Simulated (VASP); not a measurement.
**MgS: relaxation of cell and atoms with PBE**

The system is MgS.

```
CELL_PARAMETERS angstrom
0.00000 2.60440 2.60440
2.60440 0.00000 2.60440
2.60440 2.60440 0.00000
ATOMIC_POSITIONS crystal
Mg 0.00000 0.00000 0.00000
S 0.50000 0.50000 0.50000
```

The cell is a database's computed one.

| Quantity | Value |
| --- | --- |
| Program | VASP 6.6.1 |
| Task | relaxation of cell and atoms |
| Functional | PBE |
| Potentials or basis | VASP PAW PBE potentials, release 64 (Mg, S) |
| Cutoff | 600 eV |
| k mesh | 8 × 8 × 8 |
| Occupations | gaussian, width 0.02 eV |
| Spin | no spin polarisation |
| Further INCAR settings | ALGO = Normal; EDIFF = 1e-07; IBRION = 2; EDIFFG = -0.005; NSW = 90; ISIF = 3 |

```json
{
 "Relaxed volume": "17.81 Å³/atom",
 "Relaxed cell": "a = 3.693 Å, b = 3.693 Å, c = 3.693 Å, α = 60.00°, β = 60.00°, γ = 60.00°",
 "Space group after relaxing (to 0.05 Å)": "Fm-3m (No. 225)",
 "Energy gained by relaxing": "0.3 meV/atom",
 "Ionic steps": "3",
 "Pressure after relaxing": "0.0 GPa",
 "Band gap on the k mesh": "2.75 eV, indirect (least direct gap 3.62 eV)"
}
```

Step by step:
```
step  energy change (eV)  largest force (eV/Å)  pressure (GPa)  volume (Å³)
   1              0.0000                0.0000            0.64        35.33
   2             -0.0006                0.0000           -0.14        35.69
   3             -0.0006                0.0000            0.00        35.63
```

Final structure:
```cif
data_structure
_symmetry_space_group_name_H-M 'P 1'
_symmetry_Int_Tables_number 1
_cell_length_a 3.6935
_cell_length_b 3.6935
_cell_length_c 3.6935
_cell_angle_alpha 60.000
_cell_angle_beta 60.000
_cell_angle_gamma 60.000
_cell_volume 35.63
loop_
_atom_site_label
_atom_site_type_symbol
_atom_site_fract_x
_atom_site_fract_y
_atom_site_fract_z
_atom_site_occupancy
Mg1 Mg 0.00000 0.00000 0.00000 1
S1 S 0.50000 0.50000 0.50000 1
```

Levels at points of the mesh, in eV from the valence-band top:
```
           k point  band 1  band 2  band 3  band 4  band 5  band 6  band 7  band 8
(0.00, 0.00, 0.00)  -12.60    0.00    0.00    0.00    3.62    7.96    7.96    7.96
(0.50, 0.00, 0.00)  -11.33   -4.77   -0.58   -0.58    4.53    6.89    6.89    9.99
(0.50, 0.50, 0.00)  -10.96   -4.13   -1.66   -1.66    2.75    4.43   11.89   12.79
```

Run time: 27 s on 1 thread of Intel(R) Xeon(R) Platinum 8488C (Sapphire Rapids), on a shared host, peak memory 0.17 GiB.

A k mesh can miss the band edges. A hybrid or GW would open this gap; PBE tends to underestimate it.
